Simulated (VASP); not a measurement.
Input:

```
AsB
1.0
    0.00000     2.38880     2.38880
    2.38880     0.00000     2.38880
    2.38880     2.38880     0.00000
B As
1 1
Direct
  0.00000   0.00000   0.00000
  0.25000   0.25000   0.25000
```

Computed with PBEsol GGA, VASP's PBE PAW potentials (set 64) (plane waves; VASP). Numerical set-up: 520 eV cut-off, Gaussian smearing of 0.050 eV, potentials B As.

### Question
Predict the band gap (along the path) with the smallest direct gap where there is one.

### Answer

* **band gap (along the path)**: 1.08 eV
* **smallest direct gap (along the path)**: 3.24 eV

The compound is BAs in the zinc blende structure. It was relaxed first.
